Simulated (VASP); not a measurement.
Elastic constants (GPa) of a crystal from LDA (Ceperley-Alder, Perdew-Zunger), VASP's LDA PAW potentials (set 64) (VASP):

```csv
,xx,yy,zz,yz,xz,xy
xx,166.8,142.8,69.3,0.0,0.0,0.0
yy,142.8,166.8,69.3,0.0,0.0,0.0
zz,69.3,69.3,167.4,0.0,0.0,0.0
yz,0.0,0.0,0.0,66.3,0.0,0.0
xz,0.0,0.0,0.0,0.0,66.3,0.0
xy,0.0,0.0,0.0,0.0,0.0,92.1
```

Finite-difference elastic constants of metals are sensitive to mesh and smearing; shear constants can be off by tens of GPa.

Q: Work out the Voigt, Reuss and Hill moduli, Young's modulus and Poisson's ratio.

A: All eigenvalues are positive (smallest 24.0 GPa), so the crystal is stable. K_V = (C11+C22+C33+2(C12+C13+C23))/9 = (501.0 + 2×281.4)/9 = 118.2 GPa; G_V = (501.0 − 281.4 + 3×224.7)/15 = 59.6 GPa. From the compliances, K_R = 115.0 GPa and G_R = 35.4 GPa. Hill: K = 116.6 GPa, G = 47.5 GPa, E = 9KG/(3K+G) = 125.5 GPa, ν = (3K−2G)/(2(3K+G)) = 0.321. K/G = 2.45, above Pugh's 1.75; universal anisotropy A^U = 3.44.

Q: With a density of 3.15 g/cm³, what are the mean sound speeds?

A: v_l = √((K+4G/3)/ρ) = 7.56 km/s and v_t = √(G/ρ) = 3.89 km/s. The crystal is Si (space group I4_1/amd), tetragonal.

The structure comes from a computed database's Si entry (I4_1/amd); how it stands against other phases isn't given here. It was relaxed first.
